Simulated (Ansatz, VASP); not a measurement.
One calculation of H4RuC16, two programs

```
H C Ru
1.0
     5.04874    0.00000    0.00000
     2.52437    4.37234    0.00000
     0.00000    0.00000   14.67643
H C Ru
4 16 1
Direct
  0.16667 0.16667 0.06814
  0.66667 0.16667 0.06814
  0.16667 0.66667 0.06814
  0.66667 0.66667 0.06814
  0.16667 0.16667 0.14309
  0.66667 0.16667 0.14309
  0.16667 0.66667 0.14309
  0.66667 0.66667 0.14309
  0.83333 0.33333 0.17820
  0.33333 0.33333 0.17820
  0.83333 0.83333 0.17820
  0.33333 0.83333 0.17820
  0.83334 0.33333 0.27825
  0.33394 0.33213 0.29006
  0.83215 0.83392 0.29005
  0.33394 0.83393 0.29005
  0.99625 0.00752 0.31833
  0.50002 0.99999 0.31093
  0.99625 0.49622 0.31833
  0.50754 0.49623 0.31833
  0.83328 0.33333 0.41959
```

Alike in both runs: functional PBEsol; k mesh 3 × 3 × 1; occupations fermi-dirac, width 0.02 eV; no spin polarisation.

Ansatz relaxed the structure, and its values are those at the end. VASP's run is a single point on that final structure, the one shown.

|  | VASP | Ansatz |
| --- | --- | --- |
| version | VASP 6.6.1 | Ansatz 0.2.0 |
| potentials or method | VASP PAW PBE potentials, release 64 (H, C, Ru_pv) | scalar-relativistic, plane waves, PAW |
| plane-wave cutoff (eV) | 520 | 420 |
| valence electrons in the cell | 82 | 84 |

```csv
,VASP,Ansatz,Ansatz less VASP
rms of the force components (eV/Å),0.617,0.617,-0.0005
```

The functional is the same, so the differences come from potentials, cutoffs and numerics. The two sets of potentials don't hold the same shells in valence. Ansatz warned: «pseudo_functional_mismatch».

Caveats: the k mesh is coarse (spacing up to 0.48 Å⁻¹), so the values aren't converged; the PAW data sets were made with another functional, which shifts forces and pressure a little (VASP).
